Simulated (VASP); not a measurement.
ErSb (space group Fm-3m): computed properties

Method: PBEsol GGA, VASP's PBE PAW potentials (set 64) (plane waves; VASP 6.6.1).

```yaml
space_group: Fm-3m (225)
cell: a = b = c = 6.0610 Å, α = β = γ = 90.00°
volume_per_atom: 27.83 Å^3/atom
band gap (over mesh and band path): none (metal, semimetal or under 0.01 eV)
hill_bulk_modulus: 67.7 GPa
hill_shear_modulus: 336 kbar
Poisson's ratio: 0.287
density: 8.62 g/cm³
optical Γ-point spectrum: 147 (×3) cm⁻¹
C11: 166 GPa
C12: 18.7 GPa
C44: 18.6 GPa
```

```
ErSb
1.0
    0.00000     3.03048     3.03048
    3.03048     0.00000     3.03048
    3.03048     3.03048     0.00000
Er Sb
1 1
Direct
  0.00000   0.00000   0.00000
  0.50000   0.50000   0.50000
```

The 4f electrons are frozen in the core of the lanthanide potential, so 4f levels, which can set the real gap, and their magnetism are missing. Finite-difference elastic constants of metals are sensitive to mesh and smearing; shear constants can be off by tens of GPa. Unless said otherwise, spin-orbit coupling is left out, though it shifts the bands of the heavy elements here.

The structure comes from a measured ErSb entry (Fm-3m) of the Crystallography Open Database, whose conditions weren't checked. It was relaxed first. Symmetry was kept, so distortions that lower it aren't found.
